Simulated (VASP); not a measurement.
Energy against volume of KI (rock salt). Level of theory: revPBE GGA, VASP's PBE PAW potentials (set 64) (plane waves; VASP 6.6.1).

```csv
V (Å³/atom),E (eV/atom)
47.469,-2.62757
48.984,-2.63184
50.499,-2.63330
52.014,-2.63241
53.529,-2.62952
```

**Question.** Fit a third-order Birch-Murnaghan equation of state.

**Answer.** 
The volume per atom comes out as 50.64 Å^3/atom and the bulk modulus is 8.2 GPa. The pressure derivative of the bulk modulus is 4.68 and the lattice constant a is 739.9 pm.

The compound is KI in the rock salt structure. It was relaxed first, which changed the volume by +15 %.
